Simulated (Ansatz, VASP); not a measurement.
**One calculation of MnHg, two programs**

```
Hg Mn
1.0
     3.28800    0.00000    0.00000
     0.00000    3.28800    0.00000
     0.00000    0.00000    3.31300
Hg Mn
1 1
Direct
  0.00000 0.00000 0.00000
  0.50000 0.50000 0.50000
```

Alike in both runs: task single point; functional PBE; k mesh 8 × 8 × 8; occupations fermi-dirac, width 0.05 eV; collinear spin, ferromagnetic start.

|  | VASP | Ansatz |
| --- | --- | --- |
| version | VASP 6.6.1 | Ansatz 0.2.0 |
| potentials or method | VASP PAW PBE potentials, release 64 (Hg, Mn_pv) | Ansatz PAW |
| plane-wave cutoff (eV) | 520 | 420 |
| valence electrons in the cell | 25 | 35 |

Ansatz gave:

- gap on the k mesh at the Fermi level (eV): none
- pressure (GPa): 2.0
- net moment per atom (μB): 1.94
- size of the moment on the site where the two differ most (μB): 3.85

What did VASP give for the same quantities?

gap on the k mesh at the Fermi level (eV): none; pressure (GPa): 2.5; net moment per atom (μB): 1.94; size of the moment on the site where the two differ most (μB): 3.80.

Site moments also hang on the region over which each program counts them. A gap of «none» marks a metal or a gap that the smearing closes. The two sets of potentials don't hold the same shells in valence.

Spin-orbit coupling is left out, which matters for the levels of Hg.
